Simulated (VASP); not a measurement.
A run of VASP 6.6.1:

The input INCAR:

```
SYSTEM = CuSi11C12
ALGO = Normal
EDIFF = 1E-5
ENCUT = 450
GGA = PS
ISIF = 2
ISMEAR = 0
ISPIN = 2
KPAR = 4
LASPH = .TRUE.
LCHARG = .FALSE.
LDAU = .TRUE.
LDAUJ = 0 0 0
LDAUL = 2 -1 -1
LDAUPRINT = 1
LDAUTYPE = 2
LDAUU = 5 0 0
LMAXMIX = 4
LORBIT = 11
LREAL = Auto
LWAVE = .FALSE.
MAGMOM = 3 0 0 0 0 0 0 0 0 0 0 0 0 0 0 0 0 0 0 0 0 0 0 0
NELM = 120
NUPDOWN = 3
PREC = Accurate
SIGMA = 0.03
```

KPOINTS

```
k-points
0
G
  2 3 3
  0 0 0
```

POSCAR

```
CuSi11C12
1.0
    0.0000000000      6.5370000000      6.5370000000
    4.3580000000      0.0000000000      4.3580000000
    4.3580000000      4.3580000000      0.0000000000
Cu Si C
1 11 12
Direct
    0.0000000000      0.0000000000      0.0000000000
    0.0000000000      0.0000000000      0.5000000000
    0.0000000000      0.5000000000      0.0000000000
    0.0000000000      0.5000000000      0.5000000000
    0.3333330000      0.0000000000      0.0000000000
    0.3333330000      0.0000000000      0.5000000000
    0.3333330000      0.5000000000      0.0000000000
    0.3333330000      0.5000000000      0.5000000000
    0.6666670000      0.0000000000      0.0000000000
    0.6666670000      0.0000000000      0.5000000000
    0.6666670000      0.5000000000      0.0000000000
    0.6666670000      0.5000000000      0.5000000000
    0.0833333333      0.1250000000      0.1250000000
    0.0833333333      0.1250000000      0.6250000000
    0.0833333333      0.6250000000      0.1250000000
    0.0833333333      0.6250000000      0.6250000000
    0.4166663333      0.1250000000      0.1250000000
    0.4166663333      0.1250000000      0.6250000000
    0.4166663333      0.6250000000      0.1250000000
    0.4166663333      0.6250000000      0.6250000000
    0.7500003333      0.1250000000      0.1250000000
    0.7500003333      0.1250000000      0.6250000000
    0.7500003333      0.6250000000      0.1250000000
    0.7500003333      0.6250000000      0.6250000000
```

Potentials or basis: VASP PAW PBE potentials, release 64 (Cu, Si, C).

The run is started by

```sh
$ cat potpaw_PBE.64/Cu/POTCAR potpaw_PBE.64/Si/POTCAR potpaw_PBE.64/C/POTCAR > POTCAR
$ mpirun -np 4 vasp_std > vasp.out
```

Hardware: 4 MPI ranks on Intel(R) Xeon(R) Platinum 8375C CPU @ 2.90GHz (Ice Lake) (shared host).

Q: Estimate the wall time of this run.

A: It took 5.8 min on 4 MPI ranks on Intel(R) Xeon(R) Platinum 8375C CPU @ 2.90GHz (Ice Lake), with other jobs on the host, peak memory 0.57 GiB a rank. Counts: scf iterations 16, k points 8.
